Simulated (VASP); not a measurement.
An input for Quantum ESPRESSO's pw.x (written as the equivalent of a VASP run, and not itself run):

```
&CONTROL
  calculation = 'scf'
  pseudo_dir = './pseudo'
  outdir = './out'
  tprnfor = .true.
  tstress = .true.
/
&SYSTEM
  ibrav = 0
  nat = 2
  ntyp = 2
  ecutwfc = 74
  occupations = 'smearing'
  smearing = 'gaussian'
  degauss = 0.003675
  input_dft = 'pbe'
/
&ELECTRONS
  conv_thr = 7.3e-08
  electron_maxstep = 100
/
ATOMIC_SPECIES
  Li 6.940 Li.upf
  Br 79.904 Br.upf
CELL_PARAMETERS angstrom
     0.0000000    2.7500000    2.7500000
     2.7500000    0.0000000    2.7500000
     2.7500000    2.7500000    0.0000000
ATOMIC_POSITIONS crystal
  Li   0.0000000  0.0000000  0.0000000
  Br   0.5000000  0.5000000  0.5000000
K_POINTS automatic
  8 8 8 0 0 0
```

### Question
Write the VASP files for the same calculation (PBE).

### Answer
Several could match; the one computed here: 
### INCAR
```
! general
SYSTEM =LiBr
PREC   =Accurate
ENCUT  =800   ! plane-wave cut-off (eV)
LREAL  =.False.   ! projection in real space or not
LASPH  =.True.   ! aspherical one-centre terms

! electronic loop
EDIFF  =1E-6
NELM   =100   ! most electronic steps
ALGO   =Normal   ! blocked Davidson
LMAXMIX=4

! smearing
ISMEAR =0   ! Gaussian
SIGMA  =0.05   ! width (eV)

! functional
GGA    =PE

! ions
ISIF   =2

! output
LWAVE  =.False.
LCHARG =.False.
```

### KPOINTS
```
Automatic mesh
0
Gamma
8 8 8
0 0 0
```

### POSCAR
```
LiBr
1
    0.0000000000     2.7500000000     2.7500000000
    2.7500000000     0.0000000000     2.7500000000
    2.7500000000     2.7500000000     0.0000000000
Li Br
1 1
Direct
  0.0000000000   0.0000000000   0.0000000000
  0.5000000000   0.5000000000   0.5000000000
```

POTCAR, in this order: Li_sv Br (PBE.64 set). Program: vasp_std.

The two are equivalent in intent, not identical: the potentials are each code's own (VASP's PAW set, PseudoDojo norm-conserving files in pw.x), so ENCUT and ecutwfc are chosen apart and not converted; conv_thr bounds pw.x's estimated SCF error, while EDIFF bounds the energy change between steps.

The compound is LiBr in the rock salt structure. The cell was not relaxed at this level. The run is one of a series of settings (ENCUT = 800 against the base run), some of them coarse on purpose.
